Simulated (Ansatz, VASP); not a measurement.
# Cross-check of NaCl (Halite) between VASP and Ansatz, part 2 of 2

Wanted: the spread between two codes on one cell, functional and k mesh. The cell is taken from a series of runs on this material, whose earlier steps may have relaxed, scaled, displaced or heated it; both programs get it as it stands.

VASP 6.6.1 and Ansatz 0.2.0.

So far: Starting point; Ansatz: dielectric response, PBE.

### 3. VASP: dielectric response, PBE

Level of this step: PBE; plane waves and PAW (Na_pv, Cl) (VASP).

The same cell, functional and mesh now go to VASP, with its own data sets.

Lines of VASP's logs that name or quote its potential files are left out, and so is its time.

Contents of INCAR:

```
SYSTEM = NaCl
PREC = Accurate
ENCUT = 400
EDIFF = 1E-08
NELM = 120
ISMEAR = 0
SIGMA = 0.01
LREAL = .FALSE.
ALGO = Normal
GGA = PE
NBANDS = 13
LORBIT = 11
LWAVE = .FALSE.
LCHARG = .FALSE.
ISIF = 2
LEPSILON = .TRUE.
LASPH = .TRUE.
GGA_COMPAT = .FALSE.
EFERMI = MIDGAP
```

Contents of POSCAR:

```
NaCl
1.0
    0.0000000000      2.8200500000      2.8200500000
    2.8200500000      0.0000000000      2.8200500000
    2.8200500000      2.8200500000      0.0000000000
Na Cl
1 1
Direct
    0.0000000000      0.0000000000      0.0000000000
    0.5000000000      0.5000000000      0.5000000000
```

Contents of KPOINTS:

```
Automatic mesh
0
Gamma
6 6 6
0 0 0
```

Potentials, in the order of the species: Na_pv and Cl (PBE family, release 64).

The run is started by

```
> mpirun -np 1 vasp_std
```

Numbers of over 12 decimals in the logs are rounded to 6 here.

The log of the run:

```text
[banner, memory and clock lines left out]
running    1 mpi-ranks, on    1 nodes
 distrk:  each k-point on    1 cores,    1 groups
 distr:  one band on    1 cores,    1 groups

 POSCAR found type information on POSCAR NaCl
 POSCAR found :  2 types and       2 ions
 LDA part: xc-table for (Slater+PW92), standard interpolation
 POSCAR, INCAR and KPOINTS ok, starting setup
 FFT: planning ... GRIDC
 FFT: planning ... GRID_SOFT
 FFT: planning ... GRID
 WAVECAR not read
 entering main loop
       N       E                     dE             d eps       ncg     rms          rms(c)
DAV:   1     0.906315600144E+02    0.90632E+02   -0.63321E+03   445   0.898E+02
DAV:   2     0.337546123752E+00   -0.90294E+02   -0.82865E+02   451   0.246E+02
DAV:   3    -0.685696104804E+01   -0.71945E+01   -0.71497E+01   546   0.699E+01
DAV:   4    -0.697026278588E+01   -0.11330E+00   -0.11326E+00   486   0.938E+00
DAV:   5    -0.697292789959E+01   -0.26651E-02   -0.26650E-02   540   0.146E+00    0.212E+00
DAV:   6    -0.678063322830E+01    0.19229E+00   -0.33697E-01   501   0.352E+00    0.158E+00
DAV:   7    -0.676896764281E+01    0.11666E-01   -0.84372E-02   523   0.173E+00    0.109E+00
DAV:   8    -0.677458447867E+01   -0.56168E-02   -0.10203E-02   436   0.900E-01    0.292E-01
DAV:   9    -0.677447511340E+01    0.10937E-03   -0.21148E-04   501   0.119E-01    0.163E-01
DAV:  10    -0.677460723873E+01   -0.13213E-03   -0.34533E-04   446   0.146E-01    0.644E-02
DAV:  11    -0.677459641323E+01    0.10825E-04   -0.19504E-05   516   0.405E-02    0.153E-02
DAV:  12    -0.677459604727E+01    0.36595E-06   -0.22871E-06   476   0.140E-02    0.116E-03
DAV:  13    -0.677459645152E+01   -0.40425E-06   -0.26448E-07   461   0.361E-03    0.233E-03
DAV:  14    -0.677459619055E+01    0.26097E-06   -0.28570E-08   521   0.984E-04    0.436E-04
DAV:  15    -0.677459617871E+01    0.11835E-07   -0.37441E-10   283   0.197E-04    0.261E-04
DAV:  16    -0.677459617779E+01    0.92314E-09   -0.62013E-10   273   0.193E-04
   1 F= -.67745962E+01 E0= -.67745962E+01  d E =0.000000E+00
 Linear response reoptimize wavefunctions to high precision
DAV:   1    -0.677459617799E+01   -0.20145E-09   -0.45043E-11   333   0.606E-05
DAV:   2    -0.677459617807E+01   -0.77762E-10   -0.32743E-12   278   0.184E-05
 Linear response G [H, r] |phi>, progress :
  Direction:   1
       N       E                     dE             d eps       ncg     rms
RMM:   1    -0.448180825685E+02   -0.44818E+02   -0.24474E+02   759   0.111E+02
RMM:   2    -0.446779719993E+02    0.14011E+00   -0.67987E+00   794   0.201E+01
RMM:   3    -0.448162536112E+02   -0.13828E+00   -0.53792E-01   860   0.573E+00
RMM:   4    -0.448199491082E+02   -0.36955E-02   -0.31349E-02   795   0.151E+00
RMM:   5    -0.448209083060E+02   -0.95920E-03   -0.22648E-03   858   0.337E-01
RMM:   6    -0.448209326741E+02   -0.24368E-04   -0.35366E-05   850   0.956E-02
RMM:   7    -0.448209474348E+02   -0.14761E-04   -0.22545E-05   860   0.286E-02
RMM:   8    -0.448209485475E+02   -0.11127E-05   -0.54227E-06   819   0.131E-02
RMM:   9    -0.448209487640E+02   -0.21654E-06   -0.12928E-06   764   0.463E-03
RMM:  10    -0.448209485849E+02    0.17917E-06   -0.24887E-06   733   0.267E-03
RMM:  11    -0.448209486923E+02   -0.10746E-06   -0.98272E-08   633   0.166E-03
RMM:  12    -0.448209484479E+02    0.24443E-06   -0.15602E-04   547   0.144E-03
RMM:  13    -0.448209485095E+02   -0.61651E-07   -0.27620E-04   482   0.129E-03
RMM:  14    -0.448209485396E+02   -0.30104E-07   -0.27205E-04   422   0.123E-03
RMM:  15    -0.448209486252E+02   -0.85559E-07   -0.28026E-04   400   0.122E-03
RMM:  16    -0.448209486109E+02    0.14252E-07   -0.28652E-04   363   0.123E-03
 Linear response G [H, r] |phi>, progress :
  Direction:   2
       N       E                     dE             d eps       ncg     rms
RMM:   1    -0.453092942603E+02   -0.45309E+02   -0.24901E+02   752   0.114E+02
RMM:   2    -0.446824807767E+02    0.62681E+00   -0.78767E+00   803   0.210E+01
RMM:   3    -0.448133288205E+02   -0.13085E+00   -0.49830E-01   863   0.577E+00
RMM:   4    -0.448175734520E+02   -0.42446E-02   -0.30029E-02   800   0.149E+00
RMM:   5    -0.448184550566E+02   -0.88160E-03   -0.22383E-03   850   0.341E-01
RMM:   6    -0.448184802107E+02   -0.25154E-04   -0.54772E-05   845   0.925E-02
RMM:   7    -0.448184921219E+02   -0.11911E-04   -0.24924E-05   857   0.272E-02
RMM:   8    -0.448184930412E+02   -0.91931E-06   -0.70983E-06   805   0.120E-02
RMM:   9    -0.448184928831E+02    0.15812E-06   -0.37242E-06   766   0.444E-03
RMM:  10    -0.448184930251E+02   -0.14202E-06    0.71631E-07   719   0.278E-03
RMM:  11    -0.448184929175E+02    0.10766E-06   -0.56764E-06   639   0.183E-03
RMM:  12    -0.448184929562E+02   -0.38741E-07    0.54244E-06   544   0.162E-03
RMM:  13    -0.448184929884E+02   -0.32184E-07   -0.69552E-06   497   0.149E-03
RMM:  14    -0.448184929418E+02    0.46634E-07    0.16994E-06   447   0.147E-03
RMM:  15    -0.448184930014E+02   -0.59643E-07    0.32299E-06   388   0.146E-03
RMM:  16    -0.448184927695E+02    0.23194E-06    0.13357E-05   362   0.147E-03
 Linear response G [H, r] |phi>, progress :
  Direction:   3
       N       E                     dE             d eps       ncg     rms
RMM:   1    -0.425494822770E+02   -0.42549E+02   -0.23060E+02   726   0.110E+02
[...]
RMM:   5    -0.237298838134E+00   -0.43243E-07   -0.27788E-07   857   0.416E-03
RMM:   6    -0.237298841210E+00   -0.30760E-08   -0.19191E-08   816   0.982E-04
 change of polarisation eV/A/(eV/A) component  1 :     0.475     0.100     0.038
 dielectric tensor                  component  1 :     2.915     0.403     0.154
 Linear response to external field (no local field effect), progress :
  Direction:   2
       N       E                     dE             d eps       ncg     rms          rms(c)
RMM:   1    -0.206220251753E+00   -0.20622E+00   -0.40721E-01   637   0.442E+00
RMM:   2    -0.237347360167E+00   -0.31127E-01   -0.21405E-02   859   0.876E-01
RMM:   3    -0.237362112881E+00   -0.14753E-04   -0.17676E-04   826   0.981E-02
RMM:   4    -0.237362778006E+00   -0.66513E-06   -0.63262E-06   836   0.184E-02
RMM:   5    -0.237362810675E+00   -0.32669E-07   -0.23777E-07   853   0.393E-03
RMM:   6    -0.237362812679E+00   -0.20037E-08   -0.19632E-08   815   0.960E-04
 change of polarisation eV/A/(eV/A) component  2 :     0.100     0.475    -0.052
 dielectric tensor                  component  2 :     0.403     2.915    -0.210
 Linear response to external field (no local field effect), progress :
  Direction:   3
       N       E                     dE             d eps       ncg     rms          rms(c)
RMM:   1    -0.159270242703E+00   -0.15927E+00   -0.33358E-01   657   0.390E+00
RMM:   2    -0.176223571618E+00   -0.16953E-01   -0.13038E-02   825   0.727E-01
RMM:   3    -0.176242020141E+00   -0.18449E-04   -0.21285E-04   807   0.980E-02
RMM:   4    -0.176242568749E+00   -0.54861E-06   -0.11732E-05   795   0.203E-02
RMM:   5    -0.176242732036E+00   -0.16329E-06   -0.69006E-07   818   0.469E-03
RMM:   6    -0.176242735606E+00   -0.35700E-08   -0.36006E-08   772   0.117E-03
 change of polarisation eV/A/(eV/A) component  3 :     0.038    -0.052     0.352
 dielectric tensor                  component  3 :     0.154    -0.210     2.422
 Linear response to external field, progress :
  Direction:   1
       N       E                     dE             d eps       ncg     rms          rms(c)
RMM:   1    -0.193085359702E+00   -0.19309E+00   -0.41622E-01  1218   0.415E+00
RMM:   2    -0.216948718945E+00   -0.23863E-01   -0.16420E-02  1557   0.778E-01    0.111E+00
RMM:   3    -0.193195609359E+00    0.23753E-01   -0.33682E-02  1411   0.740E-01    0.552E-01
RMM:   4    -0.200809865217E+00   -0.76143E-02   -0.17991E-02  1476   0.582E-01    0.196E-01
RMM:   5    -0.212064271942E+00   -0.11254E-01   -0.78752E-04  1406   0.213E-01    0.530E-02
RMM:   6    -0.211763930901E+00    0.30034E-03   -0.35007E-05  1523   0.398E-02    0.359E-02
RMM:   7    -0.211980824659E+00   -0.21689E-03   -0.52523E-05  1392   0.331E-02    0.933E-03
RMM:   8    -0.212154883118E+00   -0.17406E-03   -0.47299E-06  1522   0.119E-02    0.186E-03
RMM:   9    -0.212161598806E+00   -0.67157E-05   -0.15160E-07  1625   0.251E-03    0.993E-04
RMM:  10    -0.212175574219E+00   -0.13975E-04   -0.70137E-08  1434   0.131E-03    0.161E-04
RMM:  11    -0.212176477975E+00   -0.90376E-06   -0.32301E-08  1563   0.398E-04    0.824E-05
RMM:  12    -0.212176271259E+00    0.20672E-06   -0.98456E-08  1351   0.145E-04    0.202E-05
RMM:  13    -0.212176153410E+00    0.11785E-06   -0.19058E-08   934   0.706E-05    0.879E-06
 change of polarisation eV/A/(eV/A) component  1 :     0.373     0.074     0.023
 dielectric tensor                  component  1 :     2.505     0.297     0.094
 Linear response to external field, progress :
  Direction:   2
       N       E                     dE             d eps       ncg     rms          rms(c)
RMM:   1    -0.192686318661E+00   -0.19269E+00   -0.41223E-01  1219   0.418E+00
RMM:   2    -0.216949145880E+00   -0.24263E-01   -0.16842E-02  1565   0.792E-01    0.111E+00
RMM:   3    -0.193191539716E+00    0.23758E-01   -0.33672E-02  1409   0.741E-01    0.552E-01
RMM:   4    -0.200807940944E+00   -0.76164E-02   -0.17944E-02  1480   0.582E-01    0.196E-01
RMM:   5    -0.212051253823E+00   -0.11243E-01   -0.78248E-04  1401   0.213E-01    0.525E-02
RMM:   6    -0.211754552944E+00    0.29670E-03   -0.34388E-05  1526   0.393E-02    0.353E-02
RMM:   7    -0.211988676269E+00   -0.23412E-03   -0.49651E-05  1390   0.324E-02    0.897E-03
RMM:   8    -0.212156471861E+00   -0.16780E-03   -0.44666E-06  1524   0.116E-02    0.178E-03
RMM:   9    -0.212162377142E+00   -0.59053E-05   -0.12085E-07  1627   0.248E-03    0.932E-04
RMM:  10    -0.212175733086E+00   -0.13356E-04   -0.57857E-08  1442   0.125E-03    0.163E-04
RMM:  11    -0.212176451562E+00   -0.71848E-06   -0.58901E-08  1564   0.368E-04    0.745E-05
RMM:  12    -0.212176247733E+00    0.20383E-06   -0.14126E-07  1335   0.137E-04    0.172E-05
RMM:  13    -0.212176176458E+00    0.71275E-07   -0.41857E-08   866   0.670E-05    0.778E-06
 change of polarisation eV/A/(eV/A) component  2 :     0.059     0.373    -0.023
 dielectric tensor                  component  2 :     0.238     2.505    -0.091
 Linear response to external field, progress :
  Direction:   3
       N       E                     dE             d eps       ncg     rms          rms(c)
RMM:   1    -0.192710161164E+00   -0.19271E+00   -0.41247E-01  1221   0.418E+00
RMM:   2    -0.216949022371E+00   -0.24239E-01   -0.16832E-02  1561   0.792E-01    0.111E+00
RMM:   3    -0.193191112209E+00    0.23758E-01   -0.33659E-02  1407   0.740E-01    0.552E-01
RMM:   4    -0.200806923892E+00   -0.76158E-02   -0.17916E-02  1480   0.581E-01    0.196E-01
RMM:   5    -0.212040254057E+00   -0.11233E-01   -0.77663E-04  1399   0.212E-01    0.522E-02
RMM:   6    -0.211750544170E+00    0.28971E-03   -0.33938E-05  1530   0.391E-02    0.352E-02
RMM:   7    -0.211989890627E+00   -0.23935E-03   -0.48768E-05  1390   0.322E-02    0.906E-03
RMM:   8    -0.212156027018E+00   -0.16614E-03   -0.43880E-06  1521   0.115E-02    0.185E-03
RMM:   9    -0.212162955691E+00   -0.69287E-05   -0.13490E-07  1624   0.249E-03    0.947E-04
RMM:  10    -0.212175736186E+00   -0.12780E-04   -0.47931E-08  1443   0.123E-03    0.157E-04
RMM:  11    -0.212176427438E+00   -0.69125E-06   -0.24695E-07  1547   0.373E-04    0.749E-05
RMM:  12    -0.212176238179E+00    0.18926E-06   -0.11951E-07  1338   0.137E-04    0.203E-05
RMM:  13    -0.212176178361E+00    0.59819E-07   -0.40871E-08   905   0.685E-05    0.933E-06
 change of polarisation eV/A/(eV/A) component  3 :     0.003     0.023     0.373
 dielectric tensor                  component  3 :     0.013     0.094     2.505
 Born effective charges drift removed
```

From OUTCAR (step 3):

```text
ion  position               nearest neighbor table
   1  0.000  0.000  0.000-
   2  0.500  0.500  0.500-

  LATTYP: Found a face centered cubic cell.
 ALAT       =     5.6401000000

 Subroutine GETGRP returns: Found 48 space group operations
 (whereof 48 operations were pure point group operations)

The static configuration has the point symmetry O_h .

 Found     16 irreducible k-points:

   k-points           NKPTS =     16   k-points in BZ     NKDIM =     16   number of bands    NBANDS=     13

   dimension x,y,z NGX =    28 NGY =   28 NGZ =   28
   dimension x,y,z NGXF=    56 NGYF=   56 NGZF=   56

   ENCUT  =  400.0 eV  29.40 Ry    5.42 a.u.   6.50  6.50  6.50*2*pi/ulx,y,z

   NELECT =      14.0000    total number of electrons

 k-points in reciprocal lattice and weights: Automatic mesh
   0.00000000  0.00000000  0.00000000       0.005
   0.16666667  0.00000000  0.00000000       0.037
   0.33333333  0.00000000  0.00000000       0.037
   0.50000000  0.00000000  0.00000000       0.019
   0.16666667  0.16666667  0.00000000       0.028
   0.33333333  0.16666667  0.00000000       0.111
   0.50000000  0.16666667  0.00000000       0.111
  -0.33333333  0.16666667  0.00000000       0.111
  -0.16666667  0.16666667  0.00000000       0.056
[...]
-0.33333333  0.33333333  0.16666667       0.111
  -0.33333333  0.50000000  0.16666667       0.056

 average (electrostatic) potential at core
       1 -47.3628       2 -93.5377

  Total        0.1577491      0.1577491      0.1577491      0.0000000     -0.0000000     -0.0000000
  in kB        5.6347822      5.6347822      5.6347822      0.0000000     -0.0000000     -0.0000000
  external PRESSURE =       5.6347822 kB  Pullay stress =       0.0000000 kB

  energy-cutoff  :      400.00
  volume of cell :       44.85
      direct lattice vectors                 reciprocal lattice vectors
     0.000000000  2.820050000  2.820050000    -0.177301821  0.177301821  0.177301821
     2.820050000  0.000000000  2.820050000     0.177301821 -0.177301821  0.177301821
     2.820050000  2.820050000  0.000000000     0.177301821  0.177301821 -0.177301821

 POSITION                                       TOTAL-FORCE (eV/Angst)
 -----------------------------------------------------------------------------------
      0.00000      0.00000      0.00000         0.000000      0.000000      0.000000
      2.82005      2.82005      2.82005        -0.000000     -0.000000     -0.000000
 -----------------------------------------------------------------------------------
    total drift:                                0.000000      0.000000      0.000000

 MACROSCOPIC STATIC DIELECTRIC TENSOR (including local field effects in DFT)
 ------------------------------------------------------
           2.505425     0.000000    -0.000000
          -0.000000     2.505425     0.000000
          -0.000000    -0.000000     2.505425
 ------------------------------------------------------

 PIEZOELECTRIC TENSOR (including local field effects)  for field in x, y, z        (C/m^2)
          XX          YY          ZZ          XY          YZ          ZX
  --------------------------------------------------------------------------------
  x     0.00000     0.00000     0.00000     0.00000     0.00000     0.00000
  y     0.00000     0.00000     0.00000     0.00000     0.00000     0.00000
  z     0.00000     0.00000     0.00000     0.00000     0.00000     0.00000

 BORN EFFECTIVE CHARGES (including local field effects) (in |e|, cummulative output)
 ---------------------------------------------------------------------------------
 ion    1
    1     1.09737     0.00000     0.00000
    2     0.00000     1.09737     0.00000
    3     0.00000     0.00000     1.09737
 ion    2
    1    -1.09737     0.00000     0.00000
    2     0.00000    -1.09737     0.00000
    3     0.00000     0.00000    -1.09737
```

### 4. Differences

Known differences besides the potentials themselves: fixed occupations in Ansatz, narrow Gaussian smearing in VASP; VASP's response is taken on the typed mesh, Ansatz refines its own for the field response alone; the data sets hold 16 valence electrons in Ansatz (on its default PAW (the set named soft_2) files) and 14 in VASP; the cutoff is 420 eV in Ansatz and 400 eV in VASP. Total energies have different zeros and are not compared.

Compared:

```csv
quantity,Ansatz,VASP,difference
ε∞ xx,2.50,2.51,-0.04 %
ε∞ yy,2.50,2.51,-0.04 %
ε∞ zz,2.50,2.51,-0.04 %
Born charge of Na1 (mean of the diagonal) (e),1.10,1.10,0.00
Born charge of Cl2 (mean of the diagonal) (e),-1.10,-1.10,0.00
```

### 5. Summary of results

* difference in ε∞ xx (dielectric response, PBE): -0.044 %

**Reading.** The difference in ε∞ xx is -0.044 % (dielectric response, PBE), within the 5 % picked in this series as the mark of a large difference. The data sets hold unlike numbers of valence electrons (16 in Ansatz and 14 in VASP), so part of the differences comes from the potentials. How closely two codes agree says nothing of how well the functional describes the real material.

[Lines on the potential files, build, host, timing and source positions are cut from VASP's logs without a mark.]

[Logs are printed without paths, hosts, clocks, repeated set-up lines and the standing remarks that a program may print on its own settings, such as how far it seeks lower states.]

[Hosts, paths, dates, database ids (printed as entryN), source tags and the programs' standing remarks are cut or masked in the printed files.]
